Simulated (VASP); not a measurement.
## TiPt3: relaxation of cell and atoms with LDA

The system is TiPt3.

```
CELL_PARAMETERS angstrom
3.89700 0.00000 0.00000
0.00000 3.89700 0.00000
0.00000 0.00000 3.89700
ATOMIC_POSITIONS crystal
Ti 0.00000 0.00000 0.00000
Pt 0.00000 0.50000 0.50000
Pt 0.50000 0.00000 0.50000
Pt 0.50000 0.50000 0.00000
```

| Item | Value |
| --- | --- |
| Program | VASP 6.6.1 |
| Task | relaxation of cell and atoms |
| Functional | LDA |
| Potentials or basis | VASP PAW LDA potentials, release 64 (Ti_sv, Pt) |
| Cutoff | 600 eV |
| k mesh | 10 × 10 × 10 |
| Occupations | methfessel-paxton, width 0.1 eV |
| Spin | no spin polarisation |
| Further INCAR settings | ALGO = Normal; EDIFF = 1e-06; IBRION = 2; EDIFFG = -0.01; NSW = 90; ISIF = 3 |

* Relaxed volume: 14.57 Å³/atom
* Relaxed cell: a = 3.877 Å, b = 3.877 Å, c = 3.877 Å, α = 90.00°, β = 90.00°, γ = 90.00°
* Space group after relaxing (to 0.05 Å): Pm-3m (No. 221)
* Energy gained by relaxing: 3.0 meV/atom
* Ionic steps: 3
* Pressure after relaxing: -0.1 GPa
* Band gap on the k mesh: none (metal or under the smearing width)

Step by step:
| step | energy change (eV) | largest force (eV/Å) | pressure (GPa) | volume (Å³) |
| --- | --- | --- | --- | --- |
| 1 | 0.0000 | 0.0000 | -4.23 | 59.18 |
| 2 | 0.0803 | 0.0000 | 13.04 | 55.90 |
| 3 | -0.0122 | 0.0000 | -0.06 | 58.28 |

Final structure:
```yaml
crystal:
  lattice:
    - [3.87719, 0.00000, 0.00000]
    - [0.00000, 3.87719, 0.00000]
    - [0.00000, 0.00000, 3.87719]
  atoms:
    - { symbol: Ti, position: [0.00000, 0.00000, 0.00000] }
    - { symbol: Pt, position: [0.00000, 0.50000, 0.50000] }
    - { symbol: Pt, position: [0.50000, 0.00000, 0.50000] }
    - { symbol: Pt, position: [0.50000, 0.50000, 0.00000] }
```

Levels at points of the mesh, in eV from the Fermi level:
```csv
k point,band 17,band 18,band 19,band 20,band 21,band 22,band 23,band 24,band 25
"(0.00, 0.00, 0.00)",-0.53,0.04,0.04,0.04,1.40,1.40,1.59,1.59,1.59
"(0.50, 0.00, 0.00)",-2.76,-2.76,-2.69,-1.41,-0.25,-0.25,0.05,0.41,0.74
"(0.50, 0.50, 0.00)",-3.22,-3.22,-2.55,-2.37,-2.35,0.18,0.18,0.31,1.54
"(0.50, 0.50, 0.50)",-1.05,-0.70,-0.70,-0.70,-0.47,-0.47,-0.47,1.22,1.22
```

Run time: 74 s on 1 thread of Intel(R) Xeon(R) 6975P-C (Granite Rapids), with other jobs on the host, peak memory 0.23 GiB.

The run has no spin-orbit coupling, so splittings on Pt are missing. LDA usually gives volumes a few per cent too small.
